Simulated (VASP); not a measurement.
Input of a VASP 6.6.1 run:

File INCAR:

```
PREC     = Accurate       # precision mode
ENCUT    = 520            # plane-wave cutoff, eV
EDIFF    = 1E-7           # SCF threshold, eV
ISMEAR   = 0              # smearing method
SIGMA    = 0.15           # smearing width, eV
LREAL    = F              # projectors in reciprocal space
LASPH    = T              # aspherical terms in the spheres
NELM     = 100            # most SCF steps
ALGO     = Fast           # electronic algorithm
ISIF     = 2              # what is computed and relaxed
LWAVE    = F              # write WAVECAR
LCHARG   = F              # write CHGCAR
NBANDS   = 21             # bands
```

File KPOINTS:

```
Automatic mesh
0
Gamma
  21 21 12
```

File POSCAR:

```
MoRu
1.0
    2.6940923521      0.0000000000      0.0000000000
   -1.3470461761      2.3331524171      0.0000000000
    0.0000000000      0.0000000000      4.3967513950
Mo Ru
1 1
Direct
    0.6666666667      0.3333333333      0.0000000000
    0.3333333333      0.6666666667      0.5000000000
```

Potentials or basis: VASP PAW LDA potentials, release 64 (Mo_sv, Ru_pv).

The run is started by

```sh
$ cat potpaw_LDA.64/Mo_sv/POTCAR potpaw_LDA.64/Ru_pv/POTCAR > POTCAR
$ mpirun -np 1 vasp_std > vasp.out
```

Question: What does it give for the pressure?

Answer: 6.6 GPa.

Question: What does it give for the band gap on the k mesh?

Answer: None (metal or under the smearing width).

Stress tensor (GPa, compression positive):
```
9.03 0.00 0.00
0.00 9.03 0.00
0.00 0.00 1.89
```
